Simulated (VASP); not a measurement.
The system is Nb2SnSe.

```xyz
4
Lattice="3.3832 0.0000 0.0000 -1.6916 2.9299 0.0000 0.0000 0.0000 7.7798" Properties=species:S:1:pos:R:3 pbc="T T T"
Nb    1.6916    0.9766    5.6410
Nb    1.6916    0.9766    2.1389
Sn    0.0000    0.0000    0.0000
Se    0.0000    1.9533    3.8899
```

The cell was built by a generator and needn't be a form met in nature.

Base run:

| Item | Value |
| --- | --- |
| Program | VASP 6.6.1 |
| Functional | PBE |
| Potentials or basis | VASP PAW PBE potentials, release 64 (Nb_sv, Sn_d, Se) |
| Cutoff | 520 eV |
| k mesh | 12 × 12 × 6 |
| Occupations | gaussian, width 0.1 eV |
| Spin | no spin polarisation |

Its results: pressure 0.0 GPa; largest force 0.011 eV/Å.

Task: The run is repeated on the same cell with these changes: functional from PBE to PBEsol. What comes out?

Result: Pressure -5.1 GPa; largest force 0.083 eV/Å.

PBEsol binds more tightly than PBE, so the same cell stands under less pressure.

Caveats: the PAW data sets were made with another functional, which shifts forces and pressure a little (some runs).

Not every run made on this cell is shown here.
